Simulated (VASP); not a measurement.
Consider the following.

```
CELL_PARAMETERS angstrom
      4.55955     0.00000     0.00000
     -2.27978     3.94869     0.00000
      0.00000     0.00000     2.59537
ATOMIC_POSITIONS crystal
  Fe 0.00000 0.00000 0.00000
  Ge 0.33333 0.66667 0.50000
  Ge 0.66667 0.33333 0.50000
```
Starting moments (μB, in the order of the record's atoms Fe Ge Ge): 3.1 0.0 0.0.

These are r2SCAN meta-GGA, VASP's PBE PAW potentials (set 64) (plane waves; VASP) values and carry that method's errors. Numerical set-up: 400 eV cut-off, 9×9×13 Γ-centred mesh, tetrahedra with Blöchl corrections, potentials Fe Ge_d.

The cores are frozen, which limits the accuracy of field gradients.

Problem. Give the principal components of the electric field gradient (V/Å²) and the asymmetry η at each nucleus.

Solution. 
```
atom   Vxx   Vyy    Vzz     η
----  ----  ----  -----  ----
Fe1   20.3  20.3  -40.6  0.00
Ge2    4.4   4.4   -8.8  0.00
Ge3    4.4   4.4   -8.8  0.00
```

The structure was generated: FeGe2 was put into the AlB2 type (P6/mmm), which need not be its known phase. It was relaxed first, which changed the volume by -45 %.
